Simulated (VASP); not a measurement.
Crystal: GeB2C2.

```
Ge B C
1.0
    -1.62327    1.62327    5.62145
     1.62327   -1.62327    5.62145
     1.62327    1.62327   -5.62145
Ge B C
1 2 2
Direct
  0.00000 0.00000 0.00000
  0.33364 0.33364 0.00000
  0.66636 0.66636 0.00000
  0.25000 0.75000 0.50000
  0.75000 0.25000 0.50000
```

The cell was built by a generator and needn't be a form met in nature.

* Program: VASP 6.6.1
* Task: relaxation of cell and atoms
* Functional: PBE
* Potentials or basis: VASP PAW PBE potentials, release 64 (Ge_d, B, C)
* Cutoff: 520 eV
* k mesh: 7 × 7 × 7
* Occupations: gaussian, width 0.15 eV
* Spin: no spin polarisation

At the start: pressure -23.7 GPa; volume 11.85 Å³/atom.

Task: Where does the relaxation end?

Result: Over 20 steps the energy falls by 285.2 meV/atom and the volume is 9.64 Å³/atom (-18.6 %); space group I4/mmm (No. 139, to 0.05 Å).

The path:
```
step  energy change (eV)  largest force (eV/Å)  pressure (GPa)  volume (Å³)
   1              0.0000                2.7005          -23.74        59.25
   2             -1.0787                1.2018           16.87        45.41
   3             -1.2761                0.2066            1.71        48.68
   4             -1.2751                0.2807           -0.54        48.88
   5             -1.3072                0.1310            0.65        49.14
   6             -1.3750                0.2812            1.55        49.87
   7             -1.3244                0.9563            2.94        51.05
   8             -1.3829                0.5306            1.46        50.37
   9             -1.3843                0.4781            1.89        50.25
  10             -1.3933                0.0670           -1.85        51.20
  11             -1.3944                0.1719           -0.65        50.94
  12             -1.3944                0.1524           -1.27        50.98
  13             -1.3944                0.1636           -1.13        50.96
  14             -1.3986                0.1488           -0.46        50.69
  15             -1.4092                0.1298           -1.13        49.99
  16             -1.4257                0.0820           -1.18        48.61
  17             -1.4159                0.2821            3.19        47.38
  18             -1.4263                0.0076           -1.11        48.36
  19             -1.4255                0.0708            1.28        48.09
  20             -1.4261                0.0300            0.28        48.22
```

Final structure:
```
Ge B C
1.0
    -1.42948    1.42948    5.89993
     1.42948   -1.42948    5.89993
     1.42948    1.42948   -5.89993
Ge B C
1 2 2
Direct
  0.00000 0.00000 0.00000
  0.32749 0.32749 0.00000
  0.67251 0.67251 0.00000
  0.25000 0.75000 0.50000
  0.75000 0.25000 0.50000
```

Caveat: the k mesh is coarse (spacing up to 0.39 Å⁻¹), so the values aren't converged; the volume moved by over 15 % at a fixed basis, so the end points are rough.
